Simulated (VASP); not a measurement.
Given:

```
CdTe
1.0
    0.00000     3.24000     3.24000
    3.24000     0.00000     3.24000
    3.24000     3.24000     0.00000
Cd Te
1 1
Direct
  0.00000   0.00000   0.00000
  0.25000   0.25000   0.25000
```

These are PBE GGA with D3 dispersion (Becke-Johnson damping), VASP's PBE PAW potentials (set 64) (plane waves; VASP) values and carry that method's errors. Numerical set-up: 400 eV cut-off, 6×6×6 Γ-centred mesh, Gaussian smearing of 0.050 eV, potentials Cd Te.

Unless said otherwise, spin-orbit coupling is left out, though it shifts the bands of the heavy elements here.

Task: Estimate the energy per atom (σ→0), band gap (on the k-mesh) with the smallest direct gap where there is one.

Result: 
```
Item                                             Result
-----------------------------------  ------------------
band gap (on the k-mesh)                        0.77 eV
smallest direct gap (on the k-mesh)             0.77 eV
energy per atom (σ→0)                -263.0 kJ/mol-atom
```

The compound is CdTe in the zinc blende structure. The cell was not relaxed at this level. The run is one of a series of settings (IVDW = 12 against the base run), some of them coarse on purpose.
